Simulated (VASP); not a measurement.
**A VASP 6.6.1 single-point calculation on Sr$_{2}$C**

INCAR

```
NSW = 0
LWAVE = .FALSE.
EDIFF = 0.001
NELM = 120
ISMEAR = -1
LREAL = .FALSE.
LASPH = .TRUE.
PREC = Accurate
ISIF = 2
SIGMA = 0.02
NBANDS = 19
GGA = PE
LCHARG = .FALSE.
IBRION = -1
ENCUT = 500
```

KPOINTS

```
KPOINTS created by Atomic Simulation Environment
0
Gamma
6 6 6
0 0 0
```

POSCAR

```
C  Sr
 1.0000000000000000
     0.0000000000000000    3.3601424573999998    3.4622907881999998
     3.3601424573999998    0.0000000000000000    3.4622907881999998
     3.3601424573999998    3.3601424573999998    0.0000000000000000
 C   Sr
   1   2
Cartesian
  0.0000000000000000  0.0000000000000000  0.0000000000000000
  1.6800712286999999  1.6800712286999999  1.7311453940999999
  5.0402136860999995  5.0402136860999995  5.1934361822999993
```

The recommended PBE PAW datasets give the neutral cell 24 valence electrons.

Command

```
mpirun -np 1 vasp_std
```

Q: Predict the outcome of this run.

A: It converged. Results: gap between bands v and c on the k mesh -0.23 eV (bands overlap: a metal); least direct gap on the k mesh 0.00 eV; pressure -0.6 GPa. Band v is the last that the valence electrons fill when counted band by band, and c is the next.

OSZICAR

```
N       E                     dE             d eps       ncg     rms          rms(c)
DAV:   1     0.114977464463E+03    0.11498E+03   -0.11636E+04  1140   0.111E+03
DAV:   2    -0.376244565211E+01   -0.11874E+03   -0.11546E+03  1373   0.244E+02
DAV:   3    -0.136741475970E+02   -0.99117E+01   -0.98722E+01  1931   0.537E+01
DAV:   4    -0.138991222849E+02   -0.22497E+00   -0.22485E+00  1660   0.759E+00
DAV:   5    -0.139032058536E+02   -0.40836E-02   -0.40834E-02  1704   0.794E-01    0.185E+01
DAV:   6    -0.111403988534E+02    0.27628E+01   -0.36226E+01  1352   0.136E+01    0.229E+01
DAV:   7    -0.106750390445E+02    0.46536E+00   -0.40347E+00  1346   0.499E+00    0.135E+01
DAV:   8    -0.106158694843E+02    0.59170E-01   -0.40762E-01  1254   0.305E+00    0.737E-01
DAV:   9    -0.106117209752E+02    0.41485E-02   -0.69762E-02  1704   0.601E-01    0.457E-01
DAV:  10    -0.106117735345E+02   -0.52559E-04   -0.65370E-03  1128   0.221E-01
   1 F= -.10611774E+02 E0= -.10610628E+02  d E =-.229156E-02
```

Standard output (part)

```
POSCAR found type information on POSCAR C Sr
 POSCAR found :  2 types and       3 ions
 LDA part: xc-table for (Slater+PW92), standard interpolation
 POSCAR, INCAR and KPOINTS ok, starting setup
 WAVECAR not read
 entering main loop
```

For comparison, a separate PBE run of the intended cell, on usual settings and not on those above, gives a gap of -0.21 eV on its mesh and a pressure of -0.4 GPa.
